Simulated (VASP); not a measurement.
Input of a VASP 6.6.1 run:

INCAR

```
SYSTEM = CsSb6
  ALGO = Normal
  EDIFF = 1E-6
  ENCUT = 520
  GGA = PE
  ISIF = 2
  ISMEAR = 0
  LASPH = .TRUE.
  LCHARG = .FALSE.
  LREAL = .FALSE.
  LWAVE = .FALSE.
  NBANDS = 28
  NELM = 100
  PREC = Accurate
  SIGMA = 0.1
```

The input KPOINTS:

```
k-points
0
G
  4 4 4
  0 0 0
```

POSCAR

```
CsSb6
1.0
    7.3864049888      0.0000000000      0.0000000000
    0.0000000000      7.3864049888      0.0000000000
    0.0000000000      0.0000000000      7.3864049888
Cs Sb
1 6
Direct
    0.0000000000      0.0000000000      0.0000000000
    0.8003361865      0.5000000000      0.5000000000
    0.1996638135      0.5000000000      0.5000000000
    0.5000000000      0.5000000000      0.8003361865
    0.5000000000      0.5000000000      0.1996638135
    0.5000000000      0.1996638135      0.5000000000
    0.5000000000      0.8003361865      0.5000000000
```

Potentials or basis: VASP PAW PBE potentials, release 64 (Cs_sv, Sb).

The run is started by

```console
$ cat potpaw_PBE.64/Cs_sv/POTCAR potpaw_PBE.64/Sb/POTCAR > POTCAR
$ mpirun -np 1 vasp_std > vasp.out
```

(1) Predict the largest force.

(2) Predict the pressure.

(3) Predict the band gap on the k mesh.

## Answers

(1) 0.005 eV/Å.

(2) -0.1 GPa.

(3) none (metal or under the smearing width).
